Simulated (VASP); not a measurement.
An input for Quantum ESPRESSO's pw.x (written as the equivalent of a VASP run, and not itself run):

```
&CONTROL
  calculation = 'scf'
  pseudo_dir = './pseudo'
  outdir = './out'
  tprnfor = .true.
  tstress = .true.
/
&SYSTEM
  ibrav = 0
  nat = 2
  ntyp = 1
  ecutwfc = 84
  occupations = 'smearing'
  smearing = 'methfessel-paxton'
  degauss = 0.00735
  input_dft = 'pbe'
  vdw_corr = 'grimme-d3'
  dftd3_version = 3
  dftd3_threebody = .false.
/
&ELECTRONS
  conv_thr = 7.3e-08
  electron_maxstep = 100
/
ATOMIC_SPECIES
  Mg 24.305 Mg.upf
CELL_PARAMETERS angstrom
     1.5915330   -2.7005330    0.0000000
     1.5915330    2.7005330    0.0000000
     0.0000000    0.0000000    5.1208170
ATOMIC_POSITIONS crystal
  Mg   0.3333330  0.6666670  0.2500000
  Mg   0.6918500  0.3585160  0.7500000
K_POINTS automatic
  12 12 7 0 0 0
```

Translate this input to VASP (INCAR, KPOINTS, POSCAR, choice of POTCAR).

Several could match; the one computed here: 
**KPOINTS**
```
kpoints
0
gamma
  12 12 7
```

### POSCAR
```
Mg
1
    1.5915330000    -2.7005330000     0.0000000000
    1.5915330000     2.7005330000     0.0000000000
    0.0000000000     0.0000000000     5.1208170000
Mg
2
Direct
  0.3333330000   0.6666670000   0.2500000000
  0.6918500000   0.3585160000   0.7500000000
```

**INCAR**
```
ALGO  =  Normal
EDIFF  =  1E-6
ENCUT  =  400
GGA  =  PE
ISIF  =  2
ISMEAR  =  1
IVDW  =  11
LASPH  =  .TRUE.
LCHARG  =  .FALSE.
LREAL  =  .FALSE.
LWAVE  =  .FALSE.
NELM  =  100
PREC  =  Accurate
SIGMA  =  0.1
SYSTEM  =  Mg
```

POTCAR, in this order: Mg (PBE.64 set). Program: vasp_std.

Limits of the translation: the potentials are each code's own (VASP's PAW set, PseudoDojo norm-conserving files in pw.x), so ENCUT and ecutwfc are chosen apart and not converted; conv_thr bounds pw.x's estimated SCF error, while EDIFF bounds the energy change between steps.

The compound is Mg in the hcp structure. The cell was not relaxed at this level, atoms are displaced from their ideal sites. The run is one of a series of settings (IVDW = 11 against the base run), some of them coarse on purpose.
